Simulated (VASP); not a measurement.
OSZICAR of a VASP run on C (diamond):

**OSZICAR**
```
       N       E                     dE             d eps       ncg     rms          rms(c)
DAV:   1    -0.275408231117E+01   -0.27541E+01   -0.51760E+03  1768   0.994E+02
DAV:   2    -0.198262201762E+02   -0.17072E+02   -0.16964E+02  2624   0.108E+02
DAV:   3    -0.199294478955E+02   -0.10323E+00   -0.10323E+00  1768   0.107E+01
DAV:   4    -0.199295711016E+02   -0.12321E-03   -0.12320E-03  2392   0.402E-01
DAV:   5    -0.199295711547E+02   -0.53088E-07   -0.52935E-07  1752   0.540E-03    0.565E+00
DAV:   6    -0.194253938865E+02    0.50418E+00   -0.38755E-01  1712   0.485E+00    0.335E+00
DAV:   7    -0.192497955783E+02    0.17560E+00   -0.42804E-01  1992   0.515E+00    0.716E-01
DAV:   8    -0.192498506005E+02   -0.55022E-04   -0.15114E-03  1712   0.470E-01    0.305E-02
DAV:   9    -0.192498558737E+02   -0.52732E-05   -0.34332E-05  2440   0.552E-02    0.232E-02
DAV:  10    -0.192498609125E+02   -0.50388E-05   -0.31872E-06  1832   0.212E-02    0.442E-03
DAV:  11    -0.192498608012E+02    0.11128E-06   -0.27920E-08  1672   0.168E-03    0.101E-03
DAV:  12    -0.192498608021E+02   -0.84447E-09   -0.25988E-09   832   0.640E-04
   1 F= -.19249861E+02 E0= -.19249861E+02  d E =0.000000E+00
```

**Question.** Which electronic solver shows in the log?

**Answer.** It is blocked Davidson (ALGO = Normal, or the opening steps of other solvers). The INCAR had ALGO = Normal.

**Question.** Can the final energy be trusted as converged?

**Answer.** The run converged. It stopped with EDIFF = 1E-7, NELM = 100 (PBEsol GGA, plane waves, VASP's PBE PAW potentials (set 64)).

The compound is C in the diamond structure. It was relaxed first.
